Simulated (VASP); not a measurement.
A run of VASP 6.6.1:

File POSCAR:

```
MoI
1.0
    0.0000000000      3.1788513800      3.1788513800
    3.1788513800      0.0000000000      3.1788513800
    3.1788513800      3.1788513800      0.0000000000
Mo I
1 1
Direct
    0.0000000000      0.0000000000      0.0000000000
    0.7500000000      0.7500000000      0.7500000000
```

The input INCAR.step1:

```
SYSTEM = MoI
PREC = Accurate ; ENCUT = 520
EDIFF = 1E-5 ; ISMEAR = -1
SIGMA = 0.05 ; LREAL = .False.
LASPH = .True. ; NELM = 100
ALGO = Normal ; ISIF = 2
LWAVE = .True. ; LCHARG = .False.
NBANDS = 18 ; GGA = PE
```

File INCAR.step2:

```
SYSTEM = MoI
PREC = Accurate ; ENCUT = 520
EDIFF = 1E-6 ; ISMEAR = -1
SIGMA = 0.05 ; LREAL = .False.
LASPH = .True. ; NELM = 100
ALGO = Normal ; ISIF = 2
LWAVE = .False. ; LCHARG = .False.
GGA = PE ; LHFCALC = .True.
HFSCREEN = 0.2 ; AEXX = 0.5
PRECFOCK = Fast ; NBANDS = 18
ISTART = 1
```

File KPOINTS:

```
regular mesh
0
Gamma
  4 4 4
  0 0 0
```

Potentials or basis: VASP PAW PBE potentials, release 64 (Mo_sv, I).

Launch:

```bash
$ cat potpaw_PBE.64/Mo_sv/POTCAR potpaw_PBE.64/I/POTCAR > POTCAR
$ cp INCAR.step1 INCAR
$ mpirun -np 1 vasp_std > vasp.out
$ cp INCAR.step2 INCAR
$ mpirun -np 1 vasp_std > vasp.out
```

Hardware: 1 thread of Intel(R) Xeon(R) Platinum 8559C (Emerald Rapids) (shared host).

How long does it take, and how much memory?

Run time: 5.2 min on 1 thread of Intel(R) Xeon(R) Platinum 8559C (Emerald Rapids), with other jobs on the host, peak memory 0.29 GiB. Counts: scf iterations 13, k points 8.
